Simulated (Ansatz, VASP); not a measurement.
# Sn in two plane-wave programs, part 2 of 2

One calculation is typed for both programs; each brings its own data sets. How far apart do they land? The cell is taken from a series of runs on this material, whose earlier steps may have relaxed, scaled, displaced or heated it; both programs get it as it stands.

VASP 6.6.1 and Ansatz 0.2.0.

So far: Starting point; VASP: zone-centre phonons, LDA.

## 2. VASP: zone-centre phonons, LDA (continued)

Level of this step: LDA; plane waves and PAW (Sn_d) (VASP).

Numbers of over 12 decimals in the logs are rounded to 6 here.

From OUTCAR (step 2):

```text
ion  position               nearest neighbor table
   1  0.500  0.500  0.500-   2 2.76   2 2.76   2 2.76   2 2.76
   2  0.750  0.750  0.750-   1 2.76   1 2.76   1 2.76   1 2.76

  LATTYP: Found a trigonal (rhomboedric) cell.
 ALAT       =     4.5127067387
 COS(alpha) =     0.4991462912

 Subroutine GETGRP returns: Found 12 space group operations
 (whereof  6 operations were pure point group operations)

The static configuration has the point symmetry C_3v.
 The point group associated with its full space group is D_3d.

   k-points           NKPTS =   1728   k-points in BZ     NKDIM =   1728   number of bands    NBANDS=     20

   dimension x,y,z NGX =    36 NGY =   36 NGZ =   36
   dimension x,y,z NGXF=    72 NGYF=   72 NGZF=   72

   ENCUT  =  500.0 eV  36.75 Ry    6.06 a.u.   8.23  8.23  8.23*2*pi/ulx,y,z

   NELECT =      28.0000    total number of electrons

 k-points in reciprocal lattice and weights: Points of the shifted mesh
   0.04166667  0.04166667  0.04166667       0.001
   0.04166667  0.04166667  0.12500000       0.001
   0.04166667  0.04166667  0.20833333       0.001
   0.04166667  0.04166667  0.29166667       0.001
   0.04166667  0.04166667  0.37500000       0.001
   0.04166667  0.04166667  0.45833333       0.001
   0.04166667  0.04166667  0.54166667       0.001
   0.04166667  0.04166667  0.62500000       0.001
   0.04166667  0.04166667  0.70833333       0.001
[...]
0.95833333  0.95833333  0.87500000       0.001
   0.95833333  0.95833333  0.95833333       0.001

 average (electrostatic) potential at core
       1-100.9269       2-100.9269

  Total        0.8383601      0.8383601      0.8383601     -0.0004934     -0.0004934     -0.0004934
  in kB       20.6437896     20.6437896     20.6437896     -0.0121497     -0.0121497     -0.0121497
  external PRESSURE =      20.6437896 kB  Pullay stress =       0.0000000 kB

  energy-cutoff  :      500.00
  volume of cell :       65.07
      direct lattice vectors                 reciprocal lattice vectors
    -0.002723575  3.190964955  3.190964955    -0.156491944  0.156625628  0.156625628
     3.190964955 -0.002723575  3.190964955     0.156625628 -0.156491944  0.156625628
     3.190964955  3.190964955 -0.002723575     0.156625628  0.156625628 -0.156491944

 POSITION                                       TOTAL-FORCE (eV/Angst)
 -----------------------------------------------------------------------------------
      3.18885      3.18885      3.18885         0.000619      0.000619      0.000619
      4.78516      4.78516      4.78516        -0.000619     -0.000619     -0.000619
 -----------------------------------------------------------------------------------
    total drift:                                0.000000     -0.000000     -0.000000

 Eigenvectors and eigenvalues of the dynamical matrix
 ----------------------------------------------------

   1 f  =    6.074962 THz    38.170114 2PiTHz  202.638929 cm-1    25.124014 meV
             X         Y         Z           dx          dy          dz
      3.188851  3.188851  3.188851     0.408248    0.408248    0.408248
      4.785157  4.785157  4.785157    -0.408248   -0.408248   -0.408248

   2 f  =    5.707280 THz    35.859897 2PiTHz  190.374364 cm-1    23.603402 meV
             X         Y         Z           dx          dy          dz
      3.188851  3.188851  3.188851    -0.015995    0.507805   -0.491811
      4.785157  4.785157  4.785157     0.015995   -0.507805    0.491811

   3 f  =    5.707280 THz    35.859897 2PiTHz  190.374364 cm-1    23.603402 meV
             X         Y         Z           dx          dy          dz
      3.188851  3.188851  3.188851    -0.577129    0.274713    0.302416
      4.785157  4.785157  4.785157     0.577129   -0.274713   -0.302416

   4 f  =    0.000000 THz     0.000000 2PiTHz    0.000002 cm-1     0.000000 meV
             X         Y         Z           dx          dy          dz
      3.188851  3.188851  3.188851     0.703889    0.067139    0.005661
      4.785157  4.785157  4.785157     0.703889    0.067139    0.005661

   5 f/i=    0.000000 THz     0.000000 2PiTHz    0.000001 cm-1     0.000000 meV
             X         Y         Z           dx          dy          dz
      3.188851  3.188851  3.188851    -0.006944    0.013193    0.706950
      4.785157  4.785157  4.785157    -0.006944    0.013193    0.706950

   6 f/i=    0.000000 THz     0.000001 2PiTHz    0.000004 cm-1     0.000000 meV
             X         Y         Z           dx          dy          dz
      3.188851  3.188851  3.188851     0.067019   -0.703788    0.013793
      4.785157  4.785157  4.785157     0.067019   -0.703788    0.013793

 ELASTIC MODULI CONTR FROM IONIC RELAXATION (kBar)
 Direction    XX          YY          ZZ          XY          YZ          ZX
 --------------------------------------------------------------------------------
 XX          -2.4314      1.2130      1.2130      9.1688    -23.2996     15.3802
 YY           1.2130     -2.4314      1.2130     15.3802      9.1688    -23.2996
 ZZ           1.2130      1.2130     -2.4314    -23.2996     15.3802      9.1688
 XY           9.1688     15.3802    -23.2996   -333.7374     21.4531     21.4531
 YZ         -23.2996      9.1688     15.3802     21.4531   -333.7374     21.4531
 ZX          15.3802    -23.2996      9.1688     21.4531     21.4531   -333.7374
 --------------------------------------------------------------------------------
```

## 3. Ansatz: zone-centre phonons, LDA

Ansatz runs on its PAW soft_1 files.

The same cell, functional (in two slightly different forms), mesh and smearing now go to Ansatz, which takes its cutoff from its data sets.

input.yaml reads:

```yaml
crystal:
  lattice:
    - [-0.0027235746, 3.1909649553, 3.1909649553]
    - [3.1909649553, -0.0027235746, 3.1909649553]
    - [3.1909649553, 3.1909649553, -0.0027235746]
  atoms:
    - { symbol: Sn, position: [0.4998821274, 0.4998821274, 0.4998821274] }
    - { symbol: Sn, position: [0.7501178726, 0.7501178726, 0.7501178726] }
kpoints:
  mp_grid: { grid: [12, 12, 12], shift: [0.5, 0.5, 0.5] }
hamiltonian:
  xc: lda
  pseudopotentials: { kind: paw, azcp: { folder: soft_1 }, xc_functional: pbe }
scf:
  occupations: { method: gaussian, width: 0.015 }
output:
  eigenvalues: true
phonons:
  method: dfpt
```

Launch:

```sh
$ ansatz run input.yaml --threads 4 --pin off --max-ram 10240MiB --backend cpu --events-out ev --progress --plain --runs-dir out
```

Output:

```text
Engine: ansatz 0.2.0, aarch64-unknown-linux-gnu
Pseudopotentials: kind: paw
Pseudopotential: Sn, paw, valence charge 14, recommended cutoff 420 eV (normal), soft_1/Sn.paw.azcp
Functional definition: SPW92
  exchange = slater_x
  correlation = pw_c
Crystal: 2 atoms, lattice volume = 65.066 Å³
Basis set: ecut = 420 eV, 1243 PW (Γ), exchange–correlation on 64×64×64 points (8 copies of the dense FFT grid, shifted against one another)
Bands: 18, of which v1, the nominal top of the filled ones, is band 14 counted from 1 (13 counted from 0)
Symmetry: 12 space group operations
k-points: 468 of 1728 (irreducible under 2 space group operations, time reversal used)
Non-local potential: Sn, projectors of the file, l = 0: 2, l = 1: 2, l = 2: 2, l = 3: 1
PAW form: soft (Blöchl's): semilocal exchange-correlation on the pseudo side does not see the compensation charge
PAW frozen core: Sn, regenerated for the run's functional, and the local potential with it (the file was generated under x = pbe(κ = 0.804, μ = 0.219515), c = pbe(β = 0.066725))
PAW one-centre angular grid: Sn, 590 points (default); XC on 64 Gauss nodes
Initial density: superposition of atomic densities (chi_scale 0.1, normalization cell)
Initial wavefunctions: pseudopotential atomic-orbital guess
Functional: x = slater, c = lda
SCF iter   1: F=—  HF=-11759.272909 eV  |F-HF|=—  |Δ(HF+E_count)|=         —  Δρ=2.41e-2  dr2=4.14e-1  ethr=3.10e-3  ⟨swp⟩=6.0  Hψ=45906  notcnv=0
preconditioner: auto → none  [insulator: Δε(μ)=0.069 eV  Ē_g=20.130 eV  σ=0.015 eV  W_gap=1.00  n_scr=14 (ndim 8)  ℏωp=24.4 eV  f_vac=0.000  D(μ)=0.00/eV (n_scr^D=0)  ε∞_Penn≈2.5]
SCF iter   2: F=—  HF=-11759.148878 eV  |F-HF|=—  |Δ(HF+E_count)|=   1.24e-1  Δρ=9.99e-3  dr2=6.62e-2  ethr=1.48e-3  ⟨swp⟩=2.0  Hψ=14028  notcnv=0
SCF iter   3: F=—  HF=-11759.133228 eV  |F-HF|=—  |Δ(HF+E_count)|=   1.56e-2  Δρ=1.08e-3  dr2=4.88e-4  ethr=2.36e-4  ⟨swp⟩=2.0  Hψ=12172  notcnv=0
SCF iter   4: F=—  HF=-11759.133379 eV  |F-HF|=—  |Δ(HF+E_count)|=   1.51e-4  Δρ=4.80e-4  dr2=5.75e-5  ethr=1.74e-6  ⟨swp⟩=2.0  Hψ=16752  notcnv=0
SCF iter   5: F=—  HF=-11759.133371 eV  |F-HF|=—  |Δ(HF+E_count)|=   8.18e-6  Δρ=1.25e-4  dr2=3.80e-6  ethr=2.05e-7  ⟨swp⟩=2.0  Hψ=13104  notcnv=0
SCF iter   6: F=—  HF=-11759.133371 eV  |F-HF|=—  |Δ(HF+E_count)|=   1.39e-7  Δρ=2.37e-5  dr2=1.86e-7  ethr=1.36e-8  ⟨swp⟩=2.0  Hψ=14971  notcnv=0
SCF iter   7: F=—  HF=-11759.133371 eV  |F-HF|=—  |Δ(HF+E_count)|=   2.52e-7  Δρ=3.60e-6  dr2=7.11e-9  ethr=6.65e-10  ⟨swp⟩=1.0  Hψ=8424  notcnv=0
SCF iter   8: F=—  HF=-11759.133371 eV  |F-HF|=—  |Δ(HF+E_count)|=   2.01e-9  Δρ=3.04e-7  dr2=2.74e-11  ethr=2.54e-11  ⟨swp⟩=2.0  Hψ=14754  notcnv=0
SCF iter   9: F=-11759.133371 eV  HF=-11759.133371 eV  |F-HF|=1.82e-12  |Δ(HF+E_count)|=  1.82e-12  Δρ=4.02e-8  dr2=3.68e-13  ethr=1.00e-12  ⟨swp⟩=6.7  Hψ=38789  notcnv=0
SCF 1 converged in 9 iterations: F = -11759.133371 eV  dr2 = 3.68e-13
  greatest PAW one-centre occupation: 0.991 electrons in one spin orbital (limit 2), on the Sn atom at site 1 (counted from 0), in its partial waves of l = 2
DFPT response loops at Γ: preconditioner auto → Kerker (q_TF=auto, 2.371 Å⁻¹) (partly filled bands, converged f_vac=0.073); β = 1.00, the filter's whole step (`scf.mixing.beta` (0.50) is not read by the response loops under this deck's `scf.mixing.preconditioner`; to damp them name `kerker` or `kerker_dos`, under which they read `scf.mixing.beta`, and type it under 1.00, their step now; both keys bind the ground state too); Broyden in place of MSR1
SCF converged after 9 iterations
Free energy (F): -11759.133371 eV
Harris-Foulkes:  -11759.133371 eV  (|F-HF|=1.82e-12)
Internal energy: -11759.133350 eV  (E = F + TS)
E sigma→0 (E₀):  -11759.133360 eV
Entropy (-TS):   -0.000021 eV (-0.011 meV/atom)
Fermi energy:    8.230827 eV
--- Per-component energies (eV) ---
  E_band       = -239.520147
  E_kinetic    = 340.496001
  E_local      = -2568.837543  (includes V_loc(G=0)·N_el)
  E_nonlocal   = 299.240926
  E_hartree    = 1252.560129
  E_xc         = -250.629991
  E_vxc        = -163.121288  (∫ρ·V_xc dr)
  E_paw        = -8451.582305  (= ΣΔE_a)
  E_vpaw       = -652.419086  (= ΣTr[D̂ρ^β])
  E_aug_tail   = 0.000558  (compensation charges beyond the density's cutoff)
  E_ewald      = -2381.230907
  E_core_change = 0.849782  (= ΣΔE_core)
  E_smearing   = -0.000021  (= −TS)
  E_closure    = -0.000000  (closes the sum)
  Σ components = -11759.133371   (vs F -11759.133371, Δ=0.00e0)
--- Band table (eV; the first three rows and the last of 468) ---
  k-point 0: bands = [... 10 lower, -2.7956, 7.3043, 8.2312, 8.2312, 8.5357, 10.3980, 10.3980, 10.4229]
  k-point 1: bands = [... 10 lower, -2.7014, 6.3649, 7.8130, 8.1585, 8.9602, 10.4978, 10.5747, 11.0200]
  k-point 2: bands = [... 10 lower, -2.4697, 5.0782, 7.4161, 7.8648, 8.9276, 10.8592, 11.0783, 11.9100]
  k-point 467: bands = [... 10 lower, -1.0847, 1.6542, 6.7830, 6.9562, 8.4012, 11.3787, 11.5127, 13.7952]
--- Phonons (Γ-DFPT): 1 representative perturbation + reference, on 468 of 1728 k-points (Σ response iterations 3) ---
  k mesh reduced under 2 symmetry operations, with k and −k counted as one. Each operation leaves every solved perturbation unchanged. A smaller set is not used because it would not reduce the number of displacements times k-points to solve
  ASR residual: 2.115e-5 → 0.000e0 eV/Å²; symmetrization residual: 2.714e-12 eV/Å²
  ASR residual per site (eV/Å²): 2.11e-5 2.11e-5
  Γ frequencies (cm⁻¹): 0.00 0.00 0.00 187.52 187.52 201.86
  non-analytic LO–TO correction: not included (Born effective charges unavailable; polar crystals: no LO–TO splitting at Γ)
```

The column dr2 measures how far the density is from self-consistency, as an energy; F and HF (Harris–Foulkes) agree once it is small.

## 4. Differences

Known differences besides the potentials themselves: the two LDA forms differ slightly; the cutoff is 420 eV in Ansatz and 500 eV in VASP; VASP's log shows a relativistic correction to its local exchange, Ansatz's none. Total energies have different zeros and are not compared.

Compared:

| quantity | Ansatz | VASP | difference |
| --- | --- | --- | --- |
| optical mode 1 to 2 (cm⁻¹) | 187.5 | 190.4 | -1.50 % |
| optical mode 3 (cm⁻¹) | 201.9 | 202.6 | -0.38 % |

Modes are paired by rising frequency, not by their patterns, so a pair may set unlike modes beside each other; they are those without the splitting of longitudinal modes.

## 5. Results

```yaml
r_m_s_difference_of_the_optical_zone_centre_modes_each_program_s_sorted_by_frequency_zone_centre_phonons_lda: 2.4 cm⁻¹
difference_in_optical_mode_1_to_2_zone_centre_phonons_lda: -1.5 %
```

The r.m.s. difference of the optical zone-centre modes, each program's sorted by frequency is 2.4 cm⁻¹ (zone-centre phonons, LDA). Among the rows given in per cent, the largest difference of the zone-centre phonons, LDA pair is in optical mode 1 to 2, -1.5 %. How closely two codes agree says nothing of how well the functional describes the real material.

[Lines on the potential files, build, host, timing and source positions are cut from VASP's logs without a mark.]

[Logs are printed without paths, hosts, clocks, repeated set-up lines and the standing remarks that a program may print on its own settings, such as how far it seeks lower states.]

[Hosts, paths, dates, database ids (printed as entryN), source tags and the programs' standing remarks are cut or masked in the printed files.]
